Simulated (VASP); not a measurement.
Here is the system:

```
TiSe2
1.0
    1.75254    -3.03549     0.00000
    1.75254     3.03549     0.00000
    0.00000     0.00000     5.93366
Ti Se
1 2
Cartesian
  0.00000   0.00000   0.00000
  1.75254   1.01183   1.54785
  1.75254  -1.01183   4.38581
```

All values below come from PBE GGA with D4 dispersion, VASP's PBE PAW potentials (set 64) (plane waves; VASP 6.6.1). Run with 520 eV cut-off, 11×11×6 Γ-centred mesh, tetrahedra with Blöchl corrections, potentials Ti_sv Se.

The cores are frozen, which limits the accuracy of field gradients.

Question: Give the principal components of the electric field gradient (V/Å²) and the asymmetry η at each nucleus.

Answer: 
```
atom   Vxx   Vyy    Vzz     η
----  ----  ----  -----  ----
Ti1   12.5  12.5  -24.9  0.00
Se2   11.1  11.1  -22.3  0.00
Se3   11.1  11.1  -22.3  0.00
```

The compound is TiSe2 in the 1T layered structure. It was relaxed first.
